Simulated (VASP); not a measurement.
Runs of VASP 6.6.1 on GaF. Symmetry: Pm-3m, No. 221, cubic system. Conventional cell: a = 3.166 Å, b = 3.166 Å, c = 3.166 Å, α = 90.00°, β = 90.00°, γ = 90.00°. Around Ga (site symmetry m-3m) lie 8 F at 2.74 Å. F (site symmetry m-3m) has 8 Ga at 2.74 Å as nearest neighbours. The cell was built by a generator and needn't be a form met in nature.

| task | level | potentials or basis | cell | k mesh | cutoff (eV) | grid for exact exchange (PRECFOCK) | exchange at q = 0 | share of exact exchange | mesh quality | gap on the mesh (eV) | pressure (GPa) |
| --- | --- | --- | --- | --- | --- | --- | --- | --- | --- | --- | --- |
| band structure | PBE | VASP PAW PBE potentials, release 64 (Ga_d, F) | as given | 8 × 8 × 8 | 520 | - | - | - | not flagged | 0.34 | - |
| Born charges and dielectric tensor | PBE | VASP PAW PBE potentials, release 64 (Ga_d, F) | as given | 8 × 8 × 8 | 520 | - | - | - | not flagged | 0.34 | - |
| Born charges and dielectric tensor | LDA | VASP PAW LDA potentials, release 64 (Ga_d, F) | as given | 8 × 8 × 8 | 520 | - | - | - | not flagged | 0.32 | - |
| relaxation of cell and atoms | B3LYP | VASP PAW PBE potentials, release 64 (Ga_d, F) | relaxed | 4 × 4 × 4 | 600 | Fast | default | - | coarse | (a) | 0.0 |
| band structure | r2SCAN-EpsX | VASP PAW PBE potentials, release 64 (Ga_d, F) | as given | 4 × 4 × 4 | 520 | Normal | truncated | 0.1172 | coarse | 1.05 | -1.3 |

Alike in all rows: no spin polarisation; smearing fermi-dirac 0.05 eV.

Problem. Fill in the values left out.

Solution. (a) 2.07.

Caveats: some runs use coarse meshes; some modes are imaginary (some runs); the gap is small at this level, which inflates the dielectric constant (some runs); the PAW data sets were made with another functional, which shifts forces and pressure a little (some runs).

A k mesh can miss the band edges, and the runs leave out spin-orbit coupling on Ga.

Not every run made on this cell is shown here.
